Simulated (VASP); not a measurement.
# Li2Si (R-3m) in VASP: single point with LDA

Aim: the single point of Li2Si with LDA.

Program: VASP 6.6.1. These are calculated values, not measurements. Logs are shortened: lines on timing, memory, paths and dates and some standing lists are left out, and cuts for length are marked.

### 1 The structure

The structure is trigonal, space group R-3m (No. 166). Conventional cell: a = 4.342 Å, b = 4.342 Å, c = 18.397 Å, α = 90.00°, β = 90.00°, γ = 120.00°. Li (site symmetry 3m) is surrounded by 6 Si at 2.59 to 2.98 Å and 4 Li at 2.68 to 2.83 Å. Around Li (site symmetry 3m) lie 4 Si at 2.64 to 2.79 Å and 4 Li at 2.83 to 2.88 Å. Si (site symmetry 3m) has 1 Si at 2.26 Å and 3 Li at 2.59 Å as nearest neighbours.

The cell comes from a database or a generator and needn't be the stable form of this composition.

### 2 Single point, LDA

INCAR

```
PREC = Accurate ; ENCUT = 520
EDIFF = 1E-7 ; ISMEAR = -1
SIGMA = 0.1 ; LREAL = F
LASPH = T ; NELM = 100
ALGO = Normal ; ISIF = 2
LWAVE = F ; LCHARG = T
LELF = T ; LVHAR = T
NBANDS = 19
```

KPOINTS

```
Automatic mesh
0
Gamma
  6 6 6
```

POSCAR

```
Li2Si
1.0
    2.1709700000      1.2534100000      6.1324300000
   -2.1709700000      1.2534100000      6.1324300000
    0.0000000000     -2.5068200000      6.1324300000
Li Si
4 2
Direct
    0.3590000000      0.3590000000      0.3590000000
    0.6410000000      0.6410000000      0.6410000000
    0.7949500000      0.7949500000      0.7949500000
    0.2050500000      0.2050500000      0.2050500000
    0.0614700000      0.0614700000      0.0614700000
    0.9385300000      0.9385300000      0.9385300000
```

Potentials or basis: VASP PAW LDA potentials, release 64 (Li_sv, Si).

Launch:

```console
$ cat potpaw_LDA.64/Li_sv/POTCAR potpaw_LDA.64/Si/POTCAR > POTCAR
$ mpirun -np 1 vasp_std > vasp.out
```

OUTCAR:

```text
PREC = Accurate
   ENCUT = 520
   EDIFF = 1E-7
   ISMEAR = -1
   LREAL = F
   LASPH = T
   NELM = 100
   ISIF = 2

 ion  position               nearest neighbor table
   1  0.359  0.359  0.359-   5 2.59   5 2.59   5 2.59
   2  0.641  0.641  0.641-   6 2.59   6 2.59   6 2.59
   3  0.795  0.795  0.795-   6 2.64   5 2.79   5 2.79   5 2.79
   4  0.205  0.205  0.205-   5 2.64   6 2.79   6 2.79   6 2.79
   5  0.061  0.061  0.061-   6 2.26   1 2.59   1 2.59   1 2.59   4 2.64   3 2.79   3 2.79   3 2.79

   6  0.939  0.939  0.939-   5 2.26   2 2.59   2 2.59   2 2.59   3 2.64   4 2.79   4 2.79   4 2.79

  LATTYP: Found a trigonal (rhomboedric) cell.
 ALAT       =     6.6250166093
 COS(alpha) =     0.7852349057

  Lattice vectors:

 A1 = (   2.1709700000,   1.2534100000,   6.1324300000)
 A2 = (  -2.1709700000,   1.2534100000,   6.1324300000)
 A3 = (   0.0000000000,  -2.5068200000,   6.1324300000)

Analysis of symmetry for initial positions (statically):
=====================================================================
 Subroutine PRICEL returns:
 Original cell was already a primitive cell.

 Routine SETGRP: Setting up the symmetry group for a
 trigonal (rhombohedral) supercell.

 Subroutine GETGRP returns: Found 12 space group operations
 (whereof 12 operations were pure point group operations)
 out of a pool of 12 trial point group operations.

The static configuration has the point symmetry D_3d.

Analysis of symmetry for dynamics (positions and initial velocities):
=====================================================================
 Subroutine PRICEL returns:
 Original cell was already a primitive cell.

 Routine SETGRP: Setting up the symmetry group for a
 trigonal (rhombohedral) supercell.

 Subroutine GETGRP returns: Found 12 space group operations
 (whereof 12 operations were pure point group operations)
 out of a pool of 12 trial point group operations.

The dynamic configuration has the point symmetry D_3d.

 Subroutine INISYM returns: Found 12 space group operations
 (whereof 12 operations are pure point group operations),
 and found     1 'primitive' translations

----------------------------------------------------------------------------------------

                                     Primitive cell

  volume of cell :     100.1223

  direct lattice vectors                    reciprocal lattice vectors
     2.170970000  1.253410000  6.132430000     0.230311796  0.132970590  0.054355832
    -2.170970000  1.253410000  6.132430000    -0.230311796  0.132970590  0.054355832
     0.000000000 -2.506820000  6.132430000     0.000000000 -0.265941179  0.054355832

  length of vectors
     6.625016609  6.625016609  6.625016545     0.271439234  0.271439234  0.271439251

  position of ions in fractional coordinates (direct lattice)
     0.359000000  0.359000000  0.359000000
     0.641000000  0.641000000  0.641000000
     0.794950000  0.794950000  0.794950000
     0.205050000  0.205050000  0.205050000
     0.061470000  0.061470000  0.061470000
     0.938530000  0.938530000  0.938530000

  ion indices of the primitive-cell ions
   primitive index   ion index
                 1           1
                 2           2
                 3           3
                 4           4
                 5           5
                 6           6

----------------------------------------------------------------------------------------

 KPOINTS: Automatic mesh

Automatic generation of k-mesh.
 Grid dimensions read from file:
 generate k-points for:    6    6    6

 Generating k-lattice:

  Cartesian coordinates                     Fractional coordinates (reciprocal lattice)
     0.038385299  0.022161765  0.009059305     0.166666667  0.000000000  0.000000000
    -0.038385299  0.022161765  0.009059305     0.000000000  0.166666667  0.000000000
     0.000000000 -0.044323530  0.009059305     0.000000000  0.000000000  0.166666667

  Length of vectors
     0.045239872  0.045239872  0.045239875

  Shift w.r.t. Gamma in fractional coordinates (k-lattice)
     0.000000000  0.000000000  0.000000000

 Subroutine IBZKPT returns following result:
 ===========================================

 Found     32 irreducible k-points:

 Following reciprocal coordinates:
            Coordinates               Weight
  0.000000  0.000000  0.000000      1.000000
  0.166667  0.000000  0.000000      6.000000
  0.333333 -0.000000  0.000000      6.000000
  0.500000 -0.000000  0.000000      3.000000
  0.166667  0.166667  0.000000      6.000000
  0.333333  0.166667  0.000000     12.000000
[... 16 lines left out ...]
  0.500000  0.500000  0.166667      6.000000
 -0.333333  0.500000  0.166667     12.000000
 [... further k-points ...]
   k-points           NKPTS =     32   k-points in BZ     NKDIM =     32   number of bands    NBANDS=     19
   number of dos      NEDOS =    301   number of ions     NIONS =      6
   total plane-waves  NPLWV = 125000
   dimension x,y,z NGX =    50 NGY =   50 NGZ =   50
   dimension x,y,z NGXF=   100 NGYF=  100 NGZF=  100
   ions per type =               4   2
   NGX,Y,Z   is equivalent  to a cutoff of  12.55, 12.55, 12.55 a.u.
   NGXF,Y,Z  is equivalent  to a cutoff of  25.09, 25.09, 25.09 a.u.
 SYSTEM =  unknown system
   PREC   = accura    normal or accurate (medium, high low for compatibility)
   ISTART =      0    job   : 0-new  1-cont  2-samecut
   ICHARG =      2    charge: 1-file 2-atom 10-const
   ISPIN  =      1    spin polarized calculation?
   LNONCOLLINEAR =      F non collinear calculations
   LSORBIT =      F    spin-orbit coupling
   LASPH  =      T    aspherical Exc in radial PAW
   ENCUT  =  520.0 eV  38.22 Ry    6.18 a.u.  12.32 12.32 12.32*2*pi/ulx,y,z
   NELM   =    100;   NELMIN=  2; NELMDL= -5     # of ELM steps
   EDIFF  = 0.1E-06   stopping-criterion for ELM
   LREAL  =      F    real-space projection
   EDIFFG = 0.1E-05   stopping-criterion for IOM
   NSW    =      0    number of steps for IOM
   IBRION =     -1    ionic relax: 0-MD 1-quasi-New 2-CG
   NFREE  =      0    steps in history (QN), initial steepest desc. (CG)
   ISIF   =      2    stress and relaxation
   ISYM   =      2    0-nonsym 1-usesym 2-fastsym
   POTIM  = 0.5000    time-step for ionic-motion
   TEBEG  =    0.0;   TEEND  =   0.0 temperature during run
   PSTRESS=    0.0 pullay stress
   NELECT =      20.0000    total number of electrons
   NUPDOWN=      -1.0000    fix difference up-down
   EMIN   =  10.00;   EMAX   =-10.00  energy-range for DOS
   EFERMI =   0.00;   METHOD = LEGACY
   ISMEAR =    -1;   SIGMA  =   0.10  broadening in eV -4-tet -1-fermi 0-gaus
   EFERMI_NEDOS =   21; number of points for ismear=-14 and -15
   IALGO  =     38    algorithm
   IMIX   =      4    mixing-type and parameters
     AMIX     =   0.40;   BMIX     =  1.00
     AMIX_MAG =   1.60;   BMIX_MAG =  1.00
  volume/ion in A,a.u.               =      16.69       112.61
  Fermi-wavevector in a.u.,A,eV,Ry     =   0.956991  1.808451 12.460650  0.915832
  Thomas-Fermi vector in A             =   2.085969
   LORBIT       =      0    0 simple, 1 ext, 2 COOP (PROOUT), +10 PAW based schemes
   GGA     = CA    functional components
   LHFCALC =     F    Hartree Fock is set to
   AEXX    =    0.0000 exact exchange contribution
   IVDW    =     0    specifies the selected vdW correction
   LEPSILON=     F    determine dielectric tensor
   LRPA    =     F    only Hartree local field effects (RPA)
 non-spin polarized calculation
  energy-cutoff  :      520.00
  volume of cell :      100.12
 maximum number of plane-waves:      2711
 NGX is ok and might be reduce to    50
   NGX = 25   NGY = 25   NGZ = 25

 number of electron      20.0000005 magnetization

 Free energy of the ion-electron system (eV)
  ---------------------------------------------------
  ext. energy  EPLUGINS =         0.00000000
  ---------------------------------------------------
  free energy    TOTEN  =       -21.63131825 eV

  energy without entropy =      -21.60618603  energy(sigma->0) =      -21.61875214

 E-fermi :   3.0562     XC(G=0):  -8.5908

 val. band max:        2.7308003125   @ k =  -0.3333   0.5000   0.3333
 cond. band min:       3.1102514182   @ k =  -0.1667   0.3333   0.1667
 fundamental gap:      0.3794511057
 Fermi energy:         3.0561525757

 k-point     1 :       0.0000    0.0000    0.0000
  band No.  band energies     occupation
      1     -42.1976      2.00000
      2     -42.1768      2.00000
      3     -41.9319      2.00000
      4     -41.8884      2.00000
      5      -6.2058      2.00000
      6      -2.8237      2.00000
[... 11 lines left out ...]
     18       8.4182      0.00000
     19       9.6193      0.00000

 k-point     2 :       0.1667    0.0000    0.0000
  band No.  band energies     occupation
      1     -42.1963      2.00000
      2     -42.1780      2.00000
      3     -41.9293      2.00000
      4     -41.8910      2.00000
      5      -6.0922      2.00000
      6      -2.7038      2.00000
[... 11 lines left out ...]
     18       9.2583      0.00000
     19       9.3441      0.00000

 k-point     3 :       0.3333   -0.0000    0.0000
  band No.  band energies     occupation
      1     -42.1930      2.00000
      2     -42.1812      2.00000
      3     -41.9226      2.00000
      4     -41.8976      2.00000
      5      -5.8308      2.00000
      6      -2.4198      2.00000
[... 11 lines left out ...]
     18       9.8838      0.00000
     19      10.0702      0.00000

 k-point     4 :       0.5000   -0.0000    0.0000
  band No.  band energies     occupation
      1     -42.1904      2.00000
      2     -42.1837      2.00000
      3     -41.9173      2.00000
      4     -41.9029      2.00000
      5      -5.6765      2.00000
      6      -2.2462      2.00000
[... 407 lines left out ...]
     18      10.1831      0.00000
     19      10.5405      0.00000

 k-point    23 :       0.5000    0.5000    0.1667
  band No.  band energies     occupation
      1     -42.1930      2.00000
      2     -42.1812      2.00000
      3     -41.9226      2.00000
      4     -41.8976      2.00000
      5      -5.7784      2.00000
      6      -2.7894      2.00000
[... 11 lines left out ...]
     18       9.3820      0.00000
     19       9.8017      0.00000

 k-point    24 :      -0.3333    0.5000    0.1667
  band No.  band energies     occupation
      1     -42.1904      2.00000
      2     -42.1836      2.00000
      3     -41.9173      2.00000
      4     -41.9028      2.00000
      5      -5.6467      2.00000
      6      -2.4832      2.00000
[... 11 lines left out ...]
     18      10.0154      0.00000
     19      10.7332      0.00000

 [... further k-points ...]
[... 5 lines left out ...]
  --------------------------------------------------------------------------------------
  -------------------------------------------------------------------------------------
  Total       -1.2111933     -1.2111930     -1.3707463      0.0000000      0.0000000      0.0000000
  in kB      -19.3817596    -19.3817560    -21.9349594      0.0000000      0.0000000      0.0000000
  external PRESSURE =     -20.2328250 kB  Pullay stress =       0.0000000 kB

 VOLUME and BASIS-vectors are now :
 -----------------------------------------------------------------------------
  energy-cutoff  :      520.00
  volume of cell :      100.12
      direct lattice vectors                 reciprocal lattice vectors
     2.170970000  1.253410000  6.132430000     0.230311796  0.132970590  0.054355832
    -2.170970000  1.253410000  6.132430000    -0.230311796  0.132970590  0.054355832
     0.000000000 -2.506820000  6.132430000     0.000000000 -0.265941179  0.054355832

 POSITION                                       TOTAL-FORCE (eV/Angst)
 -----------------------------------------------------------------------------------
      0.00000      0.00000      6.60463         0.000000     -0.000000     -0.098781
      0.00000      0.00000     11.79266         0.000000      0.000000      0.098781
      0.00000      0.00000     14.62493         0.000000      0.000000     -0.023208
      0.00000      0.00000      3.77236         0.000000      0.000000      0.023208
      0.00000      0.00000      1.13088         0.000000     -0.000000      0.056819
      0.00000      0.00000     17.26641         0.000000     -0.000000     -0.056819
 -----------------------------------------------------------------------------------
    total drift:                                0.000000      0.000000     -0.000000

  FREE ENERGIE OF THE ION-ELECTRON SYSTEM (eV)
  ---------------------------------------------------
  free  energy   TOTEN  =       -21.6313182480 eV

  energy  without entropy=      -21.6061860343  energy(sigma->0) =      -21.61875214
```

Run time: 67 s. Hardware: 1 thread of Intel Xeon 6975P-C (Granite Rapids), shared host; peak memory 0.27 GiB.

What came out:

```
Free energy            : -21.6313 eV
Largest force          : 0.099 eV/Å
Band gap on the k mesh : none (metal or under the smearing width)
```

Forces in eV/Å, atoms in the order of the input:
```
Li   0.000  0.000 -0.099
Li   0.000  0.000  0.099
Li   0.000  0.000 -0.023
Li   0.000  0.000  0.023
Si   0.000  0.000  0.057
Si   0.000  0.000 -0.057
```

Caveat: the cutoff is under 1.25 times the usual one of these potentials, so pressure, stress and relaxed cells hold a basis-set (Pulay) error.
